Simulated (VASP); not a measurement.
Output of a VASP run:

### OUTCAR
```
 ion  position               nearest neighbor table
   1  0.000  0.000  0.000-
  LATTYP: Found a face centered cubic cell.
 ALAT       =     5.1274189186
 Subroutine PRICEL returns:
 Original cell was already a primitive cell.
 Subroutine GETGRP returns: Found 48 space group operations
The static configuration has the point symmetry O_h .
The dynamic configuration has the point symmetry O_h .
 Subroutine INISYM returns: Found 48 space group operations
 Subroutine IBZKPT returns following result:
 Found     72 irreducible k-points:

 Following reciprocal coordinates:
            Coordinates               Weight
  0.000000  0.000000  0.000000      1.000000
  0.083333  0.000000  0.000000      8.000000
  0.166667  0.000000  0.000000      8.000000
  0.250000  0.000000  0.000000      8.000000
  0.333333  0.000000  0.000000      8.000000
  0.416667  0.000000  0.000000      8.000000
  0.500000  0.000000  0.000000      4.000000
  0.083333  0.083333  0.000000      6.000000
  0.166667  0.083333  0.000000     24.000000
  0.250000  0.083333  0.000000     24.000000
  0.333333  0.083333  0.000000     24.000000
  0.416667  0.083333  0.000000     24.000000
  0.500000  0.083333  0.000000     24.000000
 -0.416667  0.083333  0.000000     24.000000
 -0.333333  0.083333  0.000000     24.000000
 -0.250000  0.083333  0.000000     24.000000
 -0.166667  0.083333  0.000000     24.000000
 -0.083333  0.083333  0.000000     12.000000
  0.166667  0.166667  0.000000      6.000000
  0.250000  0.166667  0.000000     24.000000
  0.333333  0.166667  0.000000     24.000000
  0.416667  0.166667  0.000000     24.000000
  0.500000  0.166667  0.000000     24.000000
 -0.416667  0.166667  0.000000     24.000000
 -0.333333  0.166667  0.000000     24.000000
 -0.250000  0.166667  0.000000     24.000000
 -0.166667  0.166667  0.000000     12.000000
  0.250000  0.250000  0.000000      6.000000
  0.333333  0.250000  0.000000     24.000000
  0.416667  0.250000  0.000000     24.000000
  0.500000  0.250000  0.000000     24.000000
 -0.416667  0.250000  0.000000     24.000000
 -0.333333  0.250000  0.000000     24.000000
 -0.250000  0.250000  0.000000     12.000000
  0.333333  0.333333  0.000000      6.000000
  0.416667  0.333333  0.000000     24.000000
  0.500000  0.333333  0.000000     24.000000
 -0.416667  0.333333  0.000000     24.000000
 -0.333333  0.333333  0.000000     12.000000
  0.416667  0.416667  0.000000      6.000000
   k-points           NKPTS =     72   k-points in BZ     NKDIM =     72   number of bands    NBANDS=     11
   number of dos      NEDOS =    301   number of ions     NIONS =      1
   total plane-waves  NPLWV =  21952
   dimension x,y,z NGX =    28 NGY =   28 NGZ =   28
   dimension x,y,z NGXF=    56 NGYF=   56 NGZF=   56
   ions per type =               1
   PREC   = accura    normal or accurate (medium, high low for compatibility)
   ISTART =      0    job   : 0-new  1-cont  2-samecut
   ICHARG =      2    charge: 1-file 2-atom 10-const
   ISPIN  =      1    spin polarized calculation?
   LNONCOLLINEAR =      F non collinear calculations
   LSORBIT =      F    spin-orbit coupling
   INIWAV =      1    electr: 0-lowe 1-rand  2-diag
   ENCUT  =  480.0 eV  35.28 Ry    5.94 a.u.   6.48  6.48  6.48*2*pi/ulx,y,z
   NELM   =    100;   NELMIN=  2; NELMDL= -5     # of ELM steps
   EDIFF  = 0.1E-06   stopping-criterion for ELM
   LREAL  =      F    real-space projection
   NLSPLINE    = F    spline interpolate recip. space projectors
   LMAXMIX     =    4 max onsite mixed and CHGCAR
   VOSKOWN=      0    Vosko Wilk Nusair interpolation
   EDIFFG = 0.1E-05   stopping-criterion for IOM
   NSW    =      0    number of steps for IOM
   NBLOCK =      1;   KBLOCK =      1    inner block; outer block
   IBRION =     -1    ionic relax: 0-MD 1-quasi-New 2-CG
   NFREE  =      0    steps in history (QN), initial steepest desc. (CG)
...
```

### OSZICAR
```
       N       E                     dE             d eps       ncg     rms          rms(c)
DAV:   1     0.101175640331E+03    0.10118E+03   -0.70516E+03  1590   0.137E+03
DAV:   2     0.127213816260E+01   -0.99904E+02   -0.97978E+02  1632   0.315E+02
DAV:   3    -0.343683174246E+01   -0.47090E+01   -0.46858E+01  1875   0.805E+01
DAV:   4    -0.354727607364E+01   -0.11044E+00   -0.11042E+00  1858   0.142E+01
DAV:   5    -0.355242196262E+01   -0.51459E-02   -0.51457E-02  1958   0.269E+00    0.440E-01
DAV:   6    -0.354579283715E+01    0.66291E-02   -0.13439E-02  2014   0.204E+00    0.232E-01
DAV:   7    -0.354454892455E+01    0.12439E-02   -0.61893E-03  1878   0.134E+00    0.890E-02
DAV:   8    -0.354460440986E+01   -0.55485E-04   -0.46798E-04  1830   0.417E-01    0.131E-02
DAV:   9    -0.354459986521E+01    0.45446E-05   -0.13820E-05  1917   0.703E-02    0.623E-03
DAV:  10    -0.354459942981E+01    0.43541E-06   -0.24981E-06  1689   0.203E-02    0.542E-04
DAV:  11    -0.354459939332E+01    0.36490E-07   -0.65623E-08  1188   0.400E-03
   1 F= -.35445994E+01 E0= -.35443194E+01  d E =-.839900E-03
```

**OUTCAR**
```
------------------------ aborting loop because EDIFF is reached ----------------------------------------
  FORCE on cell =-STRESS in cart. coord.  units (eV):
  Direction    XX          YY          ZZ          XY          YZ          ZX
  --------------------------------------------------------------------------------------
  Total       -0.3396823     -0.3396823     -0.3396823     -0.0000000      0.0000000      0.0000000
  in kB      -16.1490526    -16.1490526    -16.1490526     -0.0000000      0.0000000      0.0000000
  external PRESSURE =     -16.1490526 kB  Pullay stress =       0.0000000 kB
  volume of cell :       33.70
      direct lattice vectors                 reciprocal lattice vectors
     0.000000000  2.563709459  2.563709459    -0.195029900  0.195029900  0.195029900
     2.563709459  0.000000000  2.563709459     0.195029900 -0.195029900  0.195029900
     2.563709459  2.563709459  0.000000000     0.195029900  0.195029900 -0.195029900
 POSITION                                       TOTAL-FORCE (eV/Angst)
 -----------------------------------------------------------------------------------
      0.00000      0.00000      0.00000        -0.000000     -0.000000     -0.000000
 -----------------------------------------------------------------------------------
    total drift:                               -0.000000     -0.000000     -0.000000
  FREE ENERGIE OF THE ION-ELECTRON SYSTEM (eV)
  ---------------------------------------------------
  free  energy   TOTEN  =        -3.5445993933 eV

  energy  without entropy=       -3.5437594934  energy(sigma->0) =       -3.54431943
```
(Selected blocks of OUTCAR.)

### POSCAR
```
Pb
1
    0.0000000000     2.5637094593     2.5637094593
    2.5637094593     0.0000000000     2.5637094593
    2.5637094593     2.5637094593     0.0000000000
Pb
1
Direct
  1.0000000000   0.0000000000   0.0000000000
```

Q: Reconstruct the remaining input files.

A: This is not unique; one that fits is the input of the run itself, PBE GGA, plane waves, VASP's PBE PAW potentials (set 64).

KPOINTS:
```
kpoints
0
gamma
 12 12 12
```

INCAR:
```
! general
SYSTEM   =  Pb
PREC     =  Accurate
ENCUT    =  480   ! plane-wave cut-off (eV)
LREAL    =  .FALSE.   ! projection in real space or not
LASPH    =  .TRUE.

! electronic loop
EDIFF    =  1E-7
NELM     =  100
ALGO     =  Normal   ! blocked Davidson
LMAXMIX  =  4   ! l cut-off of mixed one-centre charges

! smearing
ISMEAR   =  1   ! Methfessel-Paxton
SIGMA    =  0.1

! functional
GGA      =  PE

! ions
ISIF     =  2   ! forces and stress, cell fixed

! output
LWAVE    =  .FALSE.
LCHARG   =  .FALSE.
```

POTCAR, in this order: Pb_d (PBE.64 set). Program: vasp_std.

The compound is Pb in the fcc structure. This cell was strained or had an atom moved on purpose.
